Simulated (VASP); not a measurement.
BP (zinc blende), at 0.96 of the tabulated volume:

```yaml
crystal:
  lattice:
    - [0.00000, 2.23932, 2.23932]
    - [2.23932, 0.00000, 2.23932]
    - [2.23932, 2.23932, 0.00000]
  atoms:
    - { symbol: B, position: [0.00000, 0.00000, 0.00000] }
    - { symbol: P, position: [0.25000, 0.25000, 0.25000] }
```

The lowest empty band near the point 0.84 of the way from Γ to X, direction across the valley's axis, from mBJ (TB09) with spin-orbit coupling in VASP (PAW); its two spin partners are averaged. The gap over the points computed is 2.01 eV, and the next band on that side lies 0.95 eV away at the edge.

Run with 520 eV cut-off, 11×11×11 Γ-centred mesh, Gaussian smearing of 0.050 eV, potentials B P.

```tsv
distance from the edge in k (1/Å)	distance in energy (meV)
0.018	5.1
0.025	10.0
0.035	19.6
0.050	40.0
0.070	78.1
```

Question: Fit E(1 + αE) = ħ²k²/2m* (ħ²/2m0 = 3.810 eV Å²) and predict the row at 0.095 1/Å.

Answer: The rows don't resolve α, so a parabola serves: the electron mass is m* = 0.239 m0, and so 144.0 meV. The run gave 142.9 meV, -1.1 meV from the fit.

Left out are points under 3 meV from the edge, since the levels carry 0.1 meV, and points farther than half the way to the next band.

The compound is BP in the zinc blende structure. The cell was not relaxed at this level.
